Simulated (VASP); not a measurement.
Computed with revPBE GGA, VASP's PBE PAW potentials (set 64) (plane waves; VASP).

VASP ran on this input.

### INCAR
```
SYSTEM = Dy
PREC = Accurate
ENCUT = 520
EDIFF = 1E-7
NELM = 100
ALGO = Normal
LREAL = .FALSE.
LASPH = .TRUE.
ISMEAR = 1
SIGMA = 0.1
GGA = RE
LMAXMIX = 6
LWAVE = .FALSE.
LCHARG = .FALSE.
ISIF = 4
IBRION = 2
NSW = 30
EDIFFG = -0.01
```

KPOINTS:
```
Automatic mesh
0
Gamma
11 11 7
0 0 0
```

POSCAR:
```
Dy
1
    1.8161031418    -3.1455827026     0.0000000000
    1.8161031418     3.1455827026     0.0000000000
    0.0000000000     0.0000000000     5.5985855304
Dy
2
Direct
  0.3333330000   0.6666670000   0.2500000000
  0.6666670000   0.3333330000   0.7500000000
```

POTCAR, in this order: Dy_3 (PBE.64 set). Program: vasp_std.

The run wrote:

**OSZICAR**
```
       N       E                     dE             d eps       ncg     rms          rms(c)
DAV:   1     0.523814490632E+02    0.52381E+02   -0.87755E+03  1664   0.124E+03
DAV:   2    -0.499365854381E+01   -0.57375E+02   -0.56406E+02  1679   0.320E+02
DAV:   3    -0.835541552079E+01   -0.33618E+01   -0.31364E+01  2325   0.415E+01
DAV:   4    -0.847629821951E+01   -0.12088E+00   -0.11846E+00  2183   0.857E+00
DAV:   5    -0.848090090293E+01   -0.46027E-02   -0.45968E-02  2359   0.114E+00    0.242E+01
DAV:   6    -0.848474673655E+01   -0.38458E-02   -0.24222E-02  2516   0.148E+00    0.145E+01
DAV:   7    -0.849537250649E+01   -0.10626E-01   -0.45168E-02  2526   0.207E+00    0.244E-01
DAV:   8    -0.849515784470E+01    0.21466E-03   -0.24431E-03  2114   0.419E-01    0.658E-02
DAV:   9    -0.849518154511E+01   -0.23700E-04   -0.22456E-04  2257   0.137E-01    0.340E-02
DAV:  10    -0.849517422861E+01    0.73165E-05   -0.36343E-05  2225   0.481E-02    0.421E-02
DAV:  11    -0.849517582246E+01   -0.15938E-05   -0.46132E-06  1964   0.184E-02    0.132E-03
DAV:  12    -0.849517610282E+01   -0.28036E-06   -0.38802E-07  2126   0.601E-03    0.366E-03
DAV:  13    -0.849517595170E+01    0.15111E-06   -0.51480E-08  1237   0.195E-03    0.300E-04
DAV:  14    -0.849517595031E+01    0.13879E-08   -0.86450E-09  1222   0.108E-03
   1 F= -.84951760E+01 E0= -.84942749E+01  d E =-.849518E+01
       N       E                     dE             d eps       ncg     rms          rms(c)
DAV:   1    -0.849923605055E+01   -0.40601E-02   -0.14945E-01  1674   0.294E+00    0.261E-01
DAV:   2    -0.849740938328E+01    0.18267E-02   -0.31464E-03  2199   0.600E-01    0.160E-01
DAV:   3    -0.849650313644E+01    0.90625E-03   -0.11204E-03  2110   0.286E-01    0.659E-02
DAV:   4    -0.849651759108E+01   -0.14455E-04   -0.21293E-04  2346   0.113E-01    0.377E-02
DAV:   5    -0.849651866598E+01   -0.10749E-05   -0.48178E-06  2263   0.178E-02    0.151E-02
DAV:   6    -0.849651843214E+01    0.23384E-06   -0.61397E-07  2123   0.680E-03    0.292E-03
DAV:   7    -0.849651838099E+01    0.51144E-07   -0.61650E-08  1047   0.273E-03
   2 F= -.84965184E+01 E0= -.84957817E+01  d E =-.134243E-02
       N       E                     dE             d eps       ncg     rms          rms(c)
DAV:   1    -0.849858914493E+01   -0.20707E-02   -0.94504E-02  1664   0.234E+00    0.209E-01
DAV:   2    -0.849741783968E+01    0.11713E-02   -0.19960E-03  2179   0.478E-01    0.129E-01
DAV:   3    -0.849683882179E+01    0.57902E-03   -0.72152E-04  2102   0.229E-01    0.543E-02
DAV:   4    -0.849684875986E+01   -0.99381E-05   -0.13611E-04  2316   0.901E-02    0.306E-02
DAV:   5    -0.849684937740E+01   -0.61754E-06   -0.30922E-06  2296   0.140E-02    0.131E-02
DAV:   6    -0.849684918559E+01    0.19181E-06   -0.42504E-07  2068   0.567E-03    0.238E-03
DAV:   7    -0.849684914734E+01    0.38249E-07   -0.44516E-08   997   0.227E-03
   3 F= -.84968491E+01 E0= -.84962023E+01  d E =-.167320E-02
```

File OUTCAR:
```
------------------------ aborting loop because EDIFF is reached ----------------------------------------
  FORCE on cell =-STRESS in cart. coord.  units (eV):
  Direction    XX          YY          ZZ          XY          YZ          ZX
  --------------------------------------------------------------------------------------
  Total        0.4868698      0.4868698      0.4881942     -0.0000000      0.0000000      0.0000000
  in kB       12.1947676     12.1947659     12.2279401     -0.0000000      0.0000000      0.0000000
  external PRESSURE =      12.2058245 kB  Pullay stress =       0.0000000 kB
  volume of cell :       63.97
      direct lattice vectors                 reciprocal lattice vectors
     1.807229386 -3.130212900 -0.000000000     0.276666595 -0.159733544  0.000000000
     1.807229386  3.130212900  0.000000000     0.276666595  0.159733544  0.000000000
    -0.000000000 -0.000000000  5.653700244     0.000000000 -0.000000000  0.176875313
 POSITION                                       TOTAL-FORCE (eV/Angst)
 -----------------------------------------------------------------------------------
      1.80723      1.04341      1.41343        -0.000000     -0.000000      0.000000
      1.80723     -1.04341      4.24028         0.000000      0.000000      0.000000
 -----------------------------------------------------------------------------------
    total drift:                                0.000004      0.000103     -0.000011
  FREE ENERGIE OF THE ION-ELECTRON SYSTEM (eV)
  ---------------------------------------------------
  free  energy   TOTEN  =        -8.4968491473 eV

  energy  without entropy=       -8.4949086233  energy(sigma->0) =       -8.49620231

 reached required accuracy - stopping structural energy minimisation
```
(Selected blocks of OUTCAR.)

CONTCAR:
```
Dy
   1.00000000000000
     1.8072293855650381   -3.1302128995012128   -0.0000000000000000
     1.8072293855650381    3.1302128995012128    0.0000000000000000
    -0.0000000000000000   -0.0000000000000000    5.6537002435798938
  Dy
     2
Direct
     0.3333330000000032    0.6666669999999968    0.2500000000000000
     0.6666669999999968    0.3333330000000032    0.7500000000000000
```

The 4f electrons are frozen in the core of the lanthanide potential, so 4f levels, which can set the real gap, and their magnetism are missing.

The compound is Dy in the hcp structure. This cell is one point of a volume scan, at 0.97 of the reference volume. Symmetry was kept, so distortions that lower it aren't found.
